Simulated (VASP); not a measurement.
# HgTe: input slips in a phonon run and what they do, part 2 of 2

Aim: see how common mistakes in a phonon run show up, on HgTe. The starting structure is a measured crystal structure from the Crystallography Open Database.

VASP 6.6.1.

Results so far: reference T2 116.7 cm⁻¹; finite displacements, else as the reference T2 116.7 cm⁻¹; a k mesh far too coarse T2 116.3 cm⁻¹; one-sided displacements T2 116.7 cm⁻¹.

## Step 6: Modes with a structure that was not relaxed

Level of this step: LDA; plane waves and PAW (Hg, Te) (VASP).

A slip made on purpose: a structure that was not relaxed. Against step 2 the input has another starting structure (also changed: NELM).

INCAR

```
SYSTEM = HgTe
PREC = Accurate
ENCUT = 450
EDIFF = 1E-08
NELM = 60
ISMEAR = 0
SIGMA = 0.05
LREAL = .FALSE.
ALGO = Normal
GGA = CA
NBANDS = 15
LORBIT = 11
LWAVE = .FALSE.
LCHARG = .FALSE.
KPAR = 4
IBRION = 8
ISIF = 2
```

POSCAR

```
HgTe
1.0
    0.0000000000      3.2300000000      3.2300000000
    3.2300000000      0.0000000000      3.2300000000
    3.2300000000      3.2300000000      0.0000000000
Hg Te
1 1
Direct
    0.0000000000      0.0000000000      0.0000000000
    0.7500000000      0.7500000000      0.7500000000
```

KPOINTS

```
Automatic mesh
0
Gamma
10 10 10
0 0 0
```

The projector-augmented-wave data sets are Hg and Te (LDA family, release 64).

Command:

```console
mpirun -np 4 vasp_std
```

What it wrote:

```text
[... set-up lines as in an earlier step ...]
 entering main loop
       N       E                     dE             d eps       ncg     rms          rms(c)
DAV:   1     0.953652591449E+02    0.95365E+02   -0.73184E+03  1418   0.915E+02
DAV:   2    -0.177286596382E+01   -0.97138E+02   -0.91685E+02  1571   0.230E+02
DAV:   3    -0.523194927955E+01   -0.34591E+01   -0.34487E+01  1760   0.444E+01
DAV:   4    -0.526686774543E+01   -0.34918E-01   -0.34915E-01  2058   0.398E+00
[...]
DAV:  13    -0.503821777193E+01   -0.22249E-07   -0.21230E-07  1753   0.293E-03    0.875E-03
DAV:  14    -0.503821773870E+01    0.33229E-07   -0.79546E-08  1683   0.348E-03    0.188E-03
DAV:  15    -0.503821773678E+01    0.19165E-08   -0.20981E-08  1515   0.775E-04
   1 F= -.50382177E+01 E0= -.50381790E+01  d E =-.774623E-04
 Linear response reoptimize wavefunctions to high precision
DAV:   1    -0.503821773692E+01   -0.14097E-09   -0.45417E-10  1069   0.143E-04
DAV:   2    -0.503821773687E+01    0.58662E-10   -0.63531E-11   810   0.521E-05
 Linear response DOF=           2
 Linear response progress:
[...]
RMM:   9    -0.377117741454E+00   -0.16873E-06   -0.18137E-09  8994   0.753E-05    0.835E-06
RMM:  10    -0.377117719943E+00    0.21511E-07   -0.17133E-09  9446   0.422E-05    0.278E-06
RMM:  11    -0.377117720746E+00   -0.80234E-09    0.28259E-09  7907   0.370E-05    0.499E-07
 first order change of Fermi-energy  -0.89929E-04
 force on displaced ion       1 direction 1 :  -3.815  -0.000  -0.000
 Linear response progress:
  Degree of freedom:   2/  2
       N       E                     dE             d eps       ncg     rms          rms(c)
RMM:   1    -0.481289201891E-01   -0.48129E-01    0.58199E-02 12609   0.105E+00
RMM:   2    -0.486088658088E-01   -0.47995E-03   -0.17276E-03  7999   0.279E-01    0.126E-01
RMM:   3    -0.486103009225E-01   -0.14351E-05   -0.10336E-04  8293   0.596E-02    0.770E-02
RMM:   4    -0.486523909310E-01   -0.42090E-04   -0.29922E-05  8351   0.312E-02    0.882E-03
[...]
RMM:  11    -0.486543701531E-01   -0.22813E-07   -0.25637E-10  8212   0.159E-05    0.304E-06
RMM:  12    -0.486543810973E-01   -0.10944E-07   -0.95120E-09  6380   0.128E-05    0.454E-07
RMM:  13    -0.486543789639E-01    0.21334E-08   -0.15825E-08  3624   0.122E-05    0.156E-07
 first order change of Fermi-energy   0.32098E-03
 force on displaced ion       2 direction 1 :  -3.814  -0.000  -0.000
 Linear response finished
```

Wall time 2.6 min (4 MPI ranks of AMD EPYC 7R43, shared host); peak memory 1.6 GiB; 10 min of CPU time.

From OUTCAR (step 6):

```text
  Total       -0.1050369     -0.1050369     -0.1050369     -0.0000000      0.0000000      0.0000000
  in kB       -2.4969792     -2.4969792     -2.4969792     -0.0000000      0.0000000      0.0000000
  external PRESSURE =      -2.4969792 kB  Pullay stress =       0.0000000 kB

 POSITION                                       TOTAL-FORCE (eV/Angst)
 -----------------------------------------------------------------------------------
      0.00000      0.00000      0.00000         0.000000      0.000000     -0.000000
      4.84500      4.84500      4.84500        -0.000000     -0.000000      0.000000
 -----------------------------------------------------------------------------------
    total drift:                               -0.000000     -0.000000      0.000000

[... 1 part as in an earlier step ...]

[... 1 further part left out ...]
```

With a structure that was not relaxed the mode is T2 115.3 cm⁻¹, -1.4 cm⁻¹ from the reference.

## Step 7: Modes with a cutoff far too low

A slip made on purpose: a cutoff far too low. Against step 2 the input has ENCUT = 130 (also changed: NELM).

INCAR: that of step 6 with these lines changed.

```diff
@@ -2,3 +2,3 @@
 PREC = Accurate
-ENCUT = 450
+ENCUT = 130
 EDIFF = 1E-08
```

POSCAR

```
HgTe
1.0
    0.0000000000      3.2243247313      3.2243247313
    3.2243247313      0.0000000000      3.2243247313
    3.2243247313      3.2243247313      0.0000000000
Hg Te
1 1
Direct
    0.0000000000      0.0000000000      0.0000000000
    0.7500000000      0.7500000000      0.7500000000
```

KPOINTS is that of step 6.

Command:

```console
mpirun -np 4 vasp_std
```

What it wrote:

```text
[... set-up lines as in an earlier step ...]
 entering main loop
       N       E                     dE             d eps       ncg     rms          rms(c)
DAV:   1     0.308043157465E+02    0.30804E+02   -0.38280E+03  1640   0.334E+02
DAV:   2    -0.159032381611E+01   -0.32395E+02   -0.31083E+02  1781   0.969E+01
DAV:   3    -0.218467697623E+01   -0.59435E+00   -0.59390E+00  1571   0.129E+01
DAV:   4    -0.218771788264E+01   -0.30409E-02   -0.30408E-02  1879   0.877E-01
[...]
DAV:  13     0.168156865685E+01   -0.16864E-06   -0.51511E-07  1655   0.451E-03    0.369E-03
DAV:  14     0.168156867009E+01    0.13239E-07   -0.81399E-09  1346   0.550E-04    0.167E-03
DAV:  15     0.168156867913E+01    0.90376E-08   -0.15591E-08  1247   0.686E-04
   1 F= 0.16815687E+01 E0= 0.16816072E+01  d E =-.771327E-04
 Linear response reoptimize wavefunctions to high precision
DAV:   1     0.168156867863E+01   -0.49636E-09   -0.62682E-10  1111   0.142E-04
DAV:   2     0.168156867863E+01    0.90949E-12   -0.31412E-11   803   0.312E-05
 Linear response DOF=           2
 Linear response progress:
[...]
RMM:  10    -0.459692133874E+00   -0.74487E-07   -0.21642E-10  8673   0.136E-05    0.103E-05
RMM:  11    -0.459692160670E+00   -0.26796E-07    0.96804E-13  8434   0.670E-06    0.293E-06
RMM:  12    -0.459692161720E+00   -0.10501E-08    0.80253E-10  7637   0.264E-06    0.584E-07
 first order change of Fermi-energy  -0.99177E-04
 force on displaced ion       1 direction 1 :  -3.768   0.000   0.000
 Linear response progress:
  Degree of freedom:   2/  2
       N       E                     dE             d eps       ncg     rms          rms(c)
RMM:   1    -0.458218009029E-01   -0.45822E-01    0.64692E-02 12295   0.958E-01
RMM:   2    -0.469902246438E-01   -0.11684E-02   -0.10942E-03  8008   0.159E-01    0.169E-01
RMM:   3    -0.469296975321E-01    0.60527E-04   -0.47446E-05  8535   0.326E-02    0.103E-01
RMM:   4    -0.469352472651E-01   -0.55497E-05   -0.49701E-05  8507   0.317E-02    0.931E-03
[...]
RMM:   9    -0.469378606330E-01    0.40426E-07   -0.19265E-09  8727   0.424E-05    0.193E-05
RMM:  10    -0.469378914298E-01   -0.30797E-07   -0.21949E-09  8665   0.121E-05    0.469E-06
RMM:  11    -0.469378986604E-01   -0.72306E-08    0.48019E-10  7895   0.520E-06    0.146E-06
 first order change of Fermi-energy   0.33662E-03
 force on displaced ion       2 direction 1 :  -3.788   0.000   0.000
 Linear response finished
```

Elapsed: 39 s, on 4 MPI ranks; peak memory 0.55 GiB; 2.5 min of CPU time.

OUTCAR, selected parts (step 7):

```text
  Total      -70.0904946    -70.0904946    -70.0904946     -0.0000000     -0.0000000      0.0000000
  in kB    -1675.0330789  -1675.0330789  -1675.0330789     -0.0000000     -0.0000000      0.0000000
  external PRESSURE =   -1675.0330789 kB  Pullay stress =       0.0000000 kB

 POSITION                                       TOTAL-FORCE (eV/Angst)
 -----------------------------------------------------------------------------------
      0.00000      0.00000      0.00000         0.000000      0.000000      0.000000
      4.83649      4.83649      4.83649        -0.000000     -0.000000     -0.000000
 -----------------------------------------------------------------------------------
    total drift:                               -0.000003     -0.000003     -0.000004

[... 1 part as in an earlier step ...]

[... 1 further part left out ...]
```

With a cutoff far too low the mode is T2 114.8 cm⁻¹, -1.9 cm⁻¹ from the reference.

## Step 8: Comparison

```
                                        run     T2                method  core minutes
                                  reference  116.7   perturbation theory          9.47
finite displacements, else as the reference  116.7  finite displacements          8.21
                    a k mesh far too coarse  116.3   perturbation theory         0.893
                    one-sided displacements  116.7  finite displacements          4.27
           a structure that was not relaxed  115.3   perturbation theory          10.5
                       a cutoff far too low  114.8   perturbation theory          2.61
```

Modes are in cm⁻¹, degenerate ones as one, matched between runs by symmetry and order. A number in brackets counts the listed modes of one symmetry from the lowest. The symmetry labels come from an automatic analysis and can be wrong where levels nearly coincide. Core minutes are wall time times ranks of the run shown, on a shared host.

## Step 9: What came out

```
T2, reference                                   : 116.7 cm⁻¹
T2, finite displacements, else as the reference : 116.7 cm⁻¹
T2, a k mesh far too coarse                     : 116.3 cm⁻¹
T2, one-sided displacements                     : 116.7 cm⁻¹
T2, a structure that was not relaxed            : 115.3 cm⁻¹
T2, a cutoff far too low                        : 114.8 cm⁻¹
```

What this shows: Finished, but with signs in the output that stand out against the reference: a k mesh far too coarse, with modes off by up to -0.4 cm⁻¹, in T2 (signs: a pressure of 5.4 GPa on the undisplaced cell); a structure that was not relaxed, with modes off by up to -1.4 cm⁻¹, in T2 (signs: a pressure of -0.2 GPa on the undisplaced cell); a cutoff far too low, with modes off by up to -1.9 cm⁻¹, in T2 (signs: a pressure of -167.5 GPa on the undisplaced cell). Little came of one-sided displacements in this material. Runs with finite displacements are held against the sound run of that kind. Further runs on this material are not shown.

[Lines on the potential files, build, host, timing and source positions are cut from VASP's logs without a mark.]

[Logs are printed without paths, hosts, clocks, repeated set-up lines and the standing remarks that a program may print on its own settings, such as how far it seeks lower states.]

[Hosts, paths, dates, database ids (printed as entryN), source tags and the programs' standing remarks are cut or masked in the printed files.]
